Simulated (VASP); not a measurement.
# Lattice vibrations of Y3Hg, part 2 of 3

How does the lattice of Y3Hg vibrate? The cell is invented: it takes the structure of a Materials Project entry for Tb3Hg (space group 221 there), with some of its atoms replaced by other elements, volume scaled by an estimate. It may not be a known or stable phase.

VASP 6.6.1; PBEsol; plane waves and PAW (Hg, Y_sv); invented cell.

Still holding for the runs below: The k-mesh is coarse for a metal.

So far. Step 2 (Relax the host): The run ended after 2 ionic steps, 0.091 eV below its first step, once forces and stress met EDIFFG = -0.02. Step 3 (Relax the host again, on a new basis): The start already met the threshold, so nothing moved. The relaxed cell has a = 4.738 Å (conventional setting).

### 4. Tight relaxation

Force constants are second derivatives, so residual forces and stress must first be far smaller than in an ordinary relaxation. Smearing and mesh differ from the relaxation before, which can move the cell too.

INCAR reads:

```
SYSTEM = Y3Hg
PREC = Accurate
ENCUT = 350
EDIFF = 1E-08
NELM = 120
ISMEAR = 1
SIGMA = 0.2
LREAL = .FALSE.
ALGO = Fast
GGA = PS
NBANDS = 28
LORBIT = 11
LWAVE = .FALSE.
LCHARG = .FALSE.
KPAR = 4
IBRION = 1
NSW = 30
ISIF = 3
EDIFFG = -0.002
POTIM = 0.4
```

POSCAR reads:

```
Y3Hg
1.0
    4.7375615556      0.0000000000      0.0000000000
    0.0000000000      4.7375615556      0.0000000000
    0.0000000000      0.0000000000      4.7375615556
Hg Y
1 3
Direct
    0.0000000000      0.0000000000      0.0000000000
    0.5000000000      0.0000000000      0.5000000000
    0.5000000000      0.5000000000      0.0000000000
    0.0000000000      0.5000000000      0.5000000000
```

KPOINTS reads:

```
Automatic mesh
0
Gamma
7 7 7
0 0 0
```

Potentials, in the order of the species: Hg and Y_sv (PBE family, release 64).

On the command line:

```bash
$ mpirun -np 4 vasp_std
```

Output:

```text
[... set-up lines as in an earlier step ...]
 entering main loop
       N       E                     dE             d eps       ncg     rms          rms(c)
DAV:   1     0.227156392696E+03    0.22716E+03   -0.18333E+04  1120   0.116E+03
DAV:   2    -0.149639979769E+01   -0.22865E+03   -0.22209E+03  1204   0.329E+02
DAV:   3    -0.220234298529E+02   -0.20527E+02   -0.19998E+02  1848   0.628E+01
DAV:   4    -0.229510158994E+02   -0.92759E+00   -0.92210E+00  1540   0.127E+01
DAV:   5    -0.229698410514E+02   -0.18825E-01   -0.18817E-01  1584   0.178E+00    0.454E+01
RMM:   6    -0.220673805173E+02    0.90246E+00   -0.18210E+00  1160   0.757E+00    0.272E+01
RMM:   7    -0.219412672532E+02    0.12611E+00   -0.16735E+00  1242   0.631E+00    0.325E+00
RMM:   8    -0.219434237764E+02   -0.21565E-02   -0.29553E-01  1373   0.295E+00    0.104E+00
RMM:   9    -0.219396653852E+02    0.37584E-02   -0.55817E-02  1419   0.989E-01    0.487E-01
RMM:  10    -0.219399337151E+02   -0.26833E-03   -0.18289E-02  1396   0.710E-01    0.236E-01
RMM:  11    -0.219401201174E+02   -0.18640E-03   -0.50585E-03  1567   0.324E-01    0.108E-01
RMM:  12    -0.219403014160E+02   -0.18130E-03   -0.20097E-03  1587   0.228E-01    0.140E-01
RMM:  13    -0.219403420352E+02   -0.40619E-04   -0.12114E-03  1609   0.132E-01    0.673E-02
RMM:  14    -0.219403864372E+02   -0.44402E-04   -0.48028E-04  1811   0.605E-02    0.426E-02
RMM:  15    -0.219404110951E+02   -0.24658E-04   -0.24050E-04  1919   0.357E-02    0.319E-02
RMM:  16    -0.219404213480E+02   -0.10253E-04   -0.92509E-05  1803   0.265E-02    0.369E-02
RMM:  17    -0.219404278070E+02   -0.64590E-05   -0.58133E-05  1773   0.219E-02    0.643E-03
 num prob RMM:  18    -0.219404300959E+02   -0.22889E-05   -0.27600E-05  1848   0.115E-02    0.262E-03
 num prob  num prob  num prob  num prob  num prob  num prob  num prob  num prob  num prob  num prob  num prob  num prob  num prob  num prob  num prob  num prob  num prob  num prob  num prob  num prob  num prob  num prob  num prob  num prob  num prob  num prob  num prob RMM:  19    -0.219404317019E+02   -0.16060E-05   -0.16151E-05  1588   0.724E-03    0.216E-03
 num prob  num prob  num prob  num prob  num prob RMM:  20    -0.219404322521E+02   -0.55016E-06   -0.89899E-06  1691   0.693E-03    0.296E-03
 num prob  num prob  num prob  num prob  num prob  num prob RMM:  21    -0.219404329255E+02   -0.67338E-06   -0.54541E-06  1558   0.471E-03    0.729E-04
 num prob  num prob  num prob  num prob  num prob  num prob  num prob  num prob  num prob  num prob  num prob  num prob  num prob  num prob  num prob  num prob  num prob  num prob  num prob  num prob  num prob  num prob  num prob  num prob  num prob  num prob  num prob  num prob  num prob  num prob  num prob  num prob  num prob  num prob  num prob  num prob  num prob  num prob  num prob  num prob  num prob  num prob  num prob  num prob  num prob  num prob RMM:  22    -0.219404332202E+02   -0.29470E-06   -0.29888E-06  1086   0.295E-03    0.722E-04
 num prob  num prob  num prob  num prob  num prob  num prob  num prob  num prob  num prob  num prob  num prob  num prob  num prob  num prob  num prob  num prob  num prob  num prob  num prob  num prob  num prob  num prob  num prob  num prob  num prob  num prob  num prob  num prob  num prob  num prob  num prob  num prob  num prob  num prob  num prob  num prob  num prob  num prob  num prob  num prob  num prob RMM:  23    -0.219404334054E+02   -0.18521E-06   -0.19051E-06  1056   0.259E-03    0.749E-04
 num prob  num prob  num prob  num prob  num prob  num prob  num prob  num prob WARNING in EDDRMM: call to ZHEGV failed, returncode =   8  4     13
 num prob  num prob  num prob  num prob  num prob  num prob  num prob  num prob  num prob  num prob  num prob RMM:  24    -0.219404335741E+02   -0.16875E-06   -0.13505E-06  1161   0.263E-03    0.551E-04
 num prob  num prob  num prob  num prob  num prob  num prob  num prob  num prob  num prob  num prob  num prob  num prob  num prob  num prob  num prob  num prob  num prob  num prob  num prob  num prob  num prob  num prob  num prob  num prob  num prob  num prob  num prob  num prob  num prob  num prob  num prob  num prob  num prob  num prob  num prob  num prob  num prob  num prob  num prob  num prob  num prob  num prob  num prob  num prob  num prob RMM:  25    -0.219404336528E+02   -0.78666E-07   -0.71235E-07   884   0.189E-03    0.298E-04
 num prob  num prob  num prob  num prob  num prob  num prob  num prob  num prob  num prob  num prob  num prob  num prob  num prob  num prob  num prob  num prob  num prob  num prob  num prob  num prob  num prob  num prob  num prob  num prob  num prob  num prob  num prob  num prob  num prob  num prob  num prob  num prob  num prob  num prob  num prob  num prob  num prob  num prob  num prob  num prob  num prob RMM:  26    -0.219404336868E+02   -0.34023E-07   -0.42749E-07   774   0.178E-03    0.313E-04
 num prob  num prob  num prob  num prob  num prob  num prob  num prob  num prob  num prob  num prob  num prob  num prob  num prob  num prob  num prob  num prob  num prob  num prob  num prob  num prob  num prob  num prob  num prob  num prob RMM:  27    -0.219404337238E+02   -0.36976E-07   -0.45466E-07   921   0.190E-03    0.304E-04
 num prob  num prob  num prob  num prob  num prob  num prob  num prob  num prob  num prob  num prob  num prob  num prob  num prob  num prob  num prob  num prob  num prob  num prob  num prob  num prob  num prob  num prob  num prob  num prob  num prob  num prob  num prob  num prob  num prob  num prob  num prob  num prob  num prob  num prob  num prob  num prob  num prob  num prob  num prob  num prob  num prob  num prob  num prob  num prob  num prob RMM:  28    -0.219404337438E+02   -0.19957E-07   -0.15856E-07   734   0.157E-03    0.348E-04
 num prob  num prob  num prob  num prob  num prob  num prob  num prob  num prob  num prob  num prob  num prob  num prob  num prob  num prob  num prob  num prob  num prob  num prob  num prob  num prob  num prob  num prob  num prob  num prob  num prob  num prob  num prob  num prob  num prob  num prob  num prob  num prob  num prob  num prob  num prob  num prob  num prob  num prob  num prob  num prob RMM:  29    -0.219404337394E+02    0.43892E-08   -0.14553E-07   723   0.161E-03    0.342E-04
 num prob  num prob  num prob  num prob  num prob  num prob  num prob  num prob  num prob  num prob  num prob  num prob  num prob  num prob  num prob  num prob  num prob  num prob  num prob  num prob  num prob  num prob RMM:  30    -0.219404337451E+02   -0.56962E-08   -0.22019E-07   765   0.167E-03    0.410E-04
 num prob  num prob  num prob  num prob  num prob  num prob  num prob  num prob  num prob  num prob  num prob  num prob  num prob  num prob  num prob WARNING in EDDRMM: call to ZHEGV failed, returncode =   6  3     20
 num prob  num prob  num prob  num prob  num prob  num prob  num prob  num prob  num prob  num prob  num prob  num prob  num prob  num prob  num prob  num prob  num prob  num prob  num prob  num prob  num prob  num prob  num prob  num prob  num prob  num prob  num prob RMM:  31    -0.219404337507E+02   -0.56707E-08   -0.35239E-08   685   0.146E-03
   1 F= -.21940434E+02 E0= -.21934402E+02  d E =-.219404E+02
 BRION: g(F)=  0.000E+00 g(S)=  0.693E-03
 bond charge predicted
       N       E                     dE             d eps       ncg     rms          rms(c)
DAV:   1    -0.219483952770E+02   -0.79615E-02   -0.16389E-01  1436   0.267E+00    0.680E-01
RMM:   2    -0.219414357234E+02    0.69596E-02   -0.21855E-02  1236   0.919E-01    0.265E-01
RMM:   3    -0.219405469155E+02    0.88881E-03   -0.74429E-03  1264   0.443E-01    0.181E-01
RMM:   4    -0.219406407163E+02   -0.93801E-04   -0.15628E-03  1474   0.205E-01    0.889E-02
RMM:   5    -0.219407201891E+02   -0.79473E-04   -0.53829E-04  1660   0.979E-02    0.446E-02
RMM:   6    -0.219407417682E+02   -0.21579E-04   -0.12979E-04  1616   0.565E-02    0.168E-02
RMM:   7    -0.219407568940E+02   -0.15126E-04   -0.50553E-05  1752   0.265E-02    0.120E-02
RMM:   8    -0.219407667690E+02   -0.98750E-05   -0.27523E-05  1784   0.199E-02    0.777E-03
WARNING in EDDRMM: call to ZHEGV failed, returncode =   6  3     14
RMM:   9    -0.219407665750E+02    0.19397E-06   -0.12505E-05  1679   0.164E-02    0.485E-03
 num prob  num prob RMM:  10    -0.219407671135E+02   -0.53853E-06   -0.47205E-06  1838   0.766E-03    0.728E-03
 num prob  num prob  num prob  num prob  num prob  num prob  num prob RMM:  11    -0.219407674236E+02   -0.31009E-06   -0.14220E-06  1603   0.423E-03    0.378E-03
 num prob  num prob  num prob  num prob  num prob  num prob  num prob  num prob  num prob  num prob  num prob  num prob RMM:  12    -0.219407679306E+02   -0.50694E-06   -0.73646E-07  1466   0.508E-03    0.253E-03
 num prob  num prob  num prob  num prob  num prob  num prob  num prob  num prob  num prob  num prob  num prob RMM:  13    -0.219407679597E+02   -0.29137E-07   -0.27497E-07  1403   0.265E-03    0.341E-03
 num prob  num prob  num prob  num prob  num prob  num prob  num prob  num prob  num prob  num prob  num prob  num prob  num prob  num prob  num prob  num prob  num prob  num prob  num prob  num prob RMM:  14    -0.219407679104E+02    0.49330E-07   -0.18578E-07  1245   0.189E-03    0.307E-03
 num prob  num prob  num prob  num prob  num prob  num prob  num prob  num prob RMM:  15    -0.219407678297E+02    0.80690E-07   -0.14778E-07  1130   0.185E-03    0.178E-03
 num prob  num prob  num prob  num prob  num prob  num prob  num prob  num prob  num prob  num prob  num prob  num prob  num prob  num prob  num prob  num prob  num prob  num prob  num prob  num prob  num prob  num prob  num prob  num prob  num prob RMM:  16    -0.219407678069E+02    0.22791E-07   -0.58187E-08   839   0.134E-03    0.114E-03
 num prob  num prob  num prob  num prob  num prob  num prob  num prob  num prob  num prob  num prob  num prob  num prob  num prob  num prob  num prob  num prob  num prob  num prob  num prob  num prob RMM:  17    -0.219407677244E+02    0.82488E-07   -0.31534E-08   862   0.158E-03    0.362E-04
 num prob  num prob  num prob  num prob  num prob  num prob  num prob  num prob  num prob  num prob  num prob  num prob RMM:  18    -0.219407677652E+02   -0.40784E-07   -0.10340E-07   881   0.125E-03    0.511E-04
 num prob  num prob  num prob  num prob  num prob  num prob  num prob  num prob  num prob  num prob  num prob  num prob  num prob  num prob  num prob  num prob  num prob  num prob  num prob  num prob RMM:  19    -0.219407677636E+02    0.15534E-08   -0.45853E-09   600   0.947E-04
   2 F= -.21940768E+02 E0= -.21934749E+02  d E =-.334013E-03
 BRION: g(F)=  0.483E-66 g(S)=  0.132E-05 retain N=  1 mean eig= 0.96
 eig:   0.958
 reached required accuracy - stopping structural energy minimisation
```

Wall time 19 s (4 MPI ranks of Intel Xeon 6975P-C (Granite Rapids), shared host); peak memory 0.73 GiB.

Parts of OUTCAR (step 4):

```text
The static configuration has the point symmetry O_h .

 Found     20 irreducible k-points:

   k-points           NKPTS =     20   k-points in BZ     NKDIM =     20   number of bands    NBANDS=     28

   NELECT =      45.0000    total number of electrons

 E-fermi :   3.6946

 k-point     1 :       0.0000    0.0000    0.0000
  band No.  band energies     occupation
    ...
     20       3.3418      2.03171
     21       3.3418      2.03171
     22       3.3418      2.03171
     23       3.3757      2.04662
     24       3.3757      2.04662
     25       5.3608     -0.00000
     26       5.3608     -0.00000
     27       5.3608     -0.00000
     28       7.2842     -0.00000

 k-point     2 :       0.1429    0.0000    0.0000
  band No.  band energies     occupation
    ...
     20       2.9668      2.00000
     21       3.3573      2.03825
     22       3.3573      2.03825
     23       3.3680      2.04306
     24       3.5425      1.95870
     25       5.1370     -0.00000
     26       5.1370     -0.00000
     27       5.2122     -0.00000
     28       7.1142     -0.00000

  Total        0.0067535      0.0067535      0.0067535      0.0000000      0.0000000      0.0000000
  in kB        0.1022167      0.1022167      0.1022167      0.0000000      0.0000000      0.0000000
  external PRESSURE =       0.1022167 kB  Pullay stress =       0.0000000 kB

  energy-cutoff  :      350.00
  volume of cell :      105.86
      direct lattice vectors                 reciprocal lattice vectors
     4.730490877 -0.000000000 -0.000000000     0.211394552 -0.000000000 -0.000000000
     0.000000000  4.730490877 -0.000000000     0.000000000  0.211394552 -0.000000000
     0.000000000  0.000000000  4.730490877     0.000000000  0.000000000  0.211394552

 POSITION                                       TOTAL-FORCE (eV/Angst)
 -----------------------------------------------------------------------------------
      0.00000      0.00000      0.00000        -0.000000      0.000000      0.000000
      2.36525     -0.00000      2.36525        -0.000000      0.000000      0.000000
      2.36525      2.36525     -0.00000        -0.000000      0.000000      0.000000
      0.00000      2.36525      2.36525         0.000000      0.000000      0.000000
 -----------------------------------------------------------------------------------
    total drift:                                0.000000      0.000000     -0.000000

  FREE ENERGIE OF THE ION-ELECTRON SYSTEM (eV)
  ---------------------------------------------------
  free  energy   TOTEN  =       -21.9407677636 eV

  energy  without entropy=      -21.9227114150  energy(sigma->0) =      -21.93474898

 total charge
# of ion       s       p       d       f       tot
--------------------------------------------------
    1        0.826   0.560   9.165   0.000  10.550
    2        2.271   6.252   1.046   0.014   9.584
    3        2.271   6.252   1.046   0.014   9.584
    4        2.271   6.252   1.046   0.014   9.584
--------------------------------------------------
tot          7.640  19.315  12.304   0.043  39.302

[... 6 parts as in an earlier step ...]

[... 6 further parts left out ...]
```

CONTCAR:

```
Y3Hg
   1.00000000000000
     4.7304908773481191   -0.0000000000000000   -0.0000000000000000
     0.0000000000000000    4.7304908773481191   -0.0000000000000000
     0.0000000000000000    0.0000000000000000    4.7304908773481191
  Hg              Y
     1     3
Direct
     0.0000000000000000    0.0000000000000000    0.0000000000000000
     0.5000000000000000    0.0000000000000000    0.5000000000000000
     0.5000000000000000    0.5000000000000000    0.0000000000000000
     0.0000000000000000    0.5000000000000000    0.5000000000000000
```

Relaxation path:

| step | energy less that of the first step (eV) | largest force (eV/Å) | pressure (GPa) | volume (Å³) |
| --- | --- | --- | --- | --- |
| 1 | 0.0000 | 0.0000 | -0.23 | 106.33 |
| 2 | -0.0003 | 0.0000 | 0.01 | 105.86 |

```csv
"conventional cell, symmetrised",before,after,change
a (Å),4.738,4.730,-0.1 %
b (Å),4.738,4.730,-0.1 %
c (Å),4.738,4.730,-0.1 %
volume (Å³/atom),26.58,26.46,-0.4 %
```

Final coordinates:

```
Hg Y
1.0
     4.73049    0.00000    0.00000
     0.00000    4.73049    0.00000
     0.00000    0.00000    4.73049
Hg Y
1 3
Direct
  0.00000 0.00000 0.00000
  0.50000 0.00000 0.50000
  0.50000 0.50000 0.00000
  0.00000 0.50000 0.50000
```

This step gave:

* electronic cycles: 50
* free energy (TOTEN): -21.94 eV
* energy at zero smearing: -21.93 eV
* Fermi energy: 3.695 eV
* pressure: 0.01022 GPa

The run ended after 2 ionic steps, 0.000 eV below its first step, once forces and stress met EDIFFG = -0.002.

(Continued in part 3 of 3.)

[Lines on the potential files, build, host, timing and source positions are cut from VASP's logs without a mark.]

[Logs are printed without paths, hosts, clocks, repeated set-up lines and the standing remarks that a program may print on its own settings, such as how far it seeks lower states.]

[Hosts, paths, dates, database ids (printed as entryN), source tags and the programs' standing remarks are cut or masked in the printed files.]

[Runs that stopped without an error message from VASP are left out.]
